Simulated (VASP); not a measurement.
**Be3CdO4: relaxation of cell and atoms with PBE**

Crystal: Be3CdO4.

```
Be Cd O
1.0
     5.97500    0.00000    0.00000
     0.00000    5.05600    0.00000
     0.00000    0.00000    4.73200
Be Cd O
6 2 8
Direct
  0.25603 0.15259 0.50338
  0.74397 0.15259 0.50338
  0.00000 0.70718 0.50148
  0.75603 0.84741 0.00338
  0.24397 0.84741 0.00338
  0.50000 0.29282 0.00148
  0.50000 0.65971 0.50232
  0.00000 0.34029 0.00232
  0.20615 0.86679 0.34996
  0.79385 0.86679 0.34996
  0.50000 0.25168 0.35355
  0.00000 0.35928 0.46090
  0.70615 0.13321 0.84996
  0.29385 0.13321 0.84996
  0.00000 0.74832 0.85355
  0.50000 0.64072 0.96090
```

The cell was built by a generator and needn't be a form met in nature.

```yaml
Program: VASP 6.6.1
Task: relaxation of cell and atoms
Functional: PBE
Potentials_or_basis: VASP PAW PBE potentials, release 64 (Be, Cd, O)
Cutoff: 520 eV
k_mesh: 4 × 6 × 6
Occupations: gaussian, width 0.03 eV
Spin: no spin polarisation
Further_INCAR_settings: ALGO = Normal; EDIFF = 1e-06; IBRION = 2; EDIFFG = -0.01; NSW = 90; ISIF = 3
```

```
Relaxed volume                         : 9.00 Å³/atom
Relaxed cell                           : a = 5.976 Å, b = 5.095 Å, c = 4.729 Å, α = 90.00°, β = 90.00°, γ = 90.00°
Space group after relaxing (to 0.05 Å) : Pmn2_1 (No. 31)
Energy gained by relaxing              : 0.5 meV/atom
Ionic steps                            : 11
Pressure after relaxing                : 0.0 GPa
Largest force after relaxing           : 0.006 eV/Å
Band gap on the k mesh                 : 2.68 eV, indirect (least direct gap 2.98 eV)
```

Forces on the atoms (eV/Å):
```
Be  -0.002 -0.005 -0.002
Be   0.002 -0.005 -0.002
Be   0.000  0.001  0.000
Be  -0.002  0.005 -0.002
Be   0.002  0.005 -0.002
Be   0.000 -0.001  0.000
Cd   0.000  0.001 -0.002
Cd   0.000 -0.001 -0.002
O    0.001  0.002  0.000
O   -0.001  0.002  0.000
O    0.000 -0.006  0.001
O    0.000  0.000  0.005
O    0.001 -0.002  0.000
O   -0.001 -0.002  0.000
O    0.000  0.006  0.001
O    0.000  0.000  0.005
```

The path:
| step | energy change (eV) | largest force (eV/Å) | pressure (GPa) | volume (Å³) |
| --- | --- | --- | --- | --- |
| 1 | 0.0000 | 0.0869 | 0.98 | 142.95 |
| 2 | -0.0048 | 0.0559 | -0.37 | 144.09 |
| 3 | -0.0049 | 0.0574 | -0.18 | 143.93 |
| 4 | -0.0061 | 0.0483 | -0.05 | 143.87 |
| 5 | -0.0066 | 0.0469 | 0.11 | 143.80 |
| 6 | -0.0074 | 0.0254 | 0.00 | 143.91 |
| 7 | -0.0075 | 0.0256 | -0.04 | 143.96 |
| 8 | -0.0077 | 0.0140 | 0.01 | 143.94 |
| 9 | -0.0078 | 0.0123 | 0.03 | 143.93 |
| 10 | -0.0078 | 0.0120 | 0.03 | 143.93 |
| 11 | -0.0079 | 0.0063 | -0.01 | 143.98 |

Final structure:
```
CELL_PARAMETERS angstrom
5.97589 0.00000 0.00000
0.00000 5.09454 0.00000
0.00000 0.00000 4.72930
ATOMIC_POSITIONS crystal
Be 0.25623 0.15068 0.50413
Be 0.74377 0.15068 0.50413
Be 0.00000 0.70715 0.50210
Be 0.75623 0.84932 0.00413
Be 0.24377 0.84932 0.00413
Be 0.50000 0.29285 0.00210
Cd 0.50000 0.65607 0.50017
Cd 0.00000 0.34393 0.00017
O 0.20693 0.86724 0.35027
O 0.79307 0.86724 0.35027
O 0.50000 0.25096 0.35332
O 0.00000 0.36009 0.46055
O 0.70693 0.13276 0.85027
O 0.29307 0.13276 0.85027
O 0.00000 0.74904 0.85332
O 0.50000 0.63991 0.96055
```

Levels at points of the mesh, in eV from the valence-band top:
```tsv
k point	band 38	band 39	band 40	band 41	band 42	band 43	band 44	band 45	band 46	band 47
(0.00, 0.00, 0.00)	-1.17	-0.87	-0.69	-0.34	-0.30	2.68	5.50	7.63	7.66	7.92
(0.50, 0.00, 0.00)	-1.34	-1.15	-1.15	-0.91	-0.91	4.40	4.40	7.80	7.80	8.71
(0.00, 0.50, 0.00)	-1.24	-0.98	-0.84	-0.41	-0.32	4.33	4.84	7.44	7.60	8.09
(0.50, 0.50, 0.00)	-1.50	-1.27	-1.27	-0.42	-0.42	5.00	5.00	7.02	7.02	8.77
(0.00, 0.00, 0.50)	-1.06	-0.54	-0.54	-0.42	-0.42	4.92	4.92	7.38	7.38	7.62
(0.50, 0.00, 0.50)	-1.44	-1.16	-1.16	0.00	0.00	5.44	5.44	6.47	6.47	8.38
(0.00, 0.50, 0.50)	-1.54	-0.57	-0.57	-0.38	-0.38	5.41	5.41	7.03	7.03	7.30
(0.50, 0.50, 0.50)	-1.90	-0.73	-0.73	-0.24	-0.24	5.63	5.63	6.81	6.81	7.88
```

Wall time 2.5 min on 8 MPI ranks on AMD EPYC 9R45 96-Core Processor (Zen 5), with other jobs on the host, peak memory 0.47 GiB a rank.

A k mesh can miss the band edges. As with any semilocal functional, this PBE gap is likely too small.
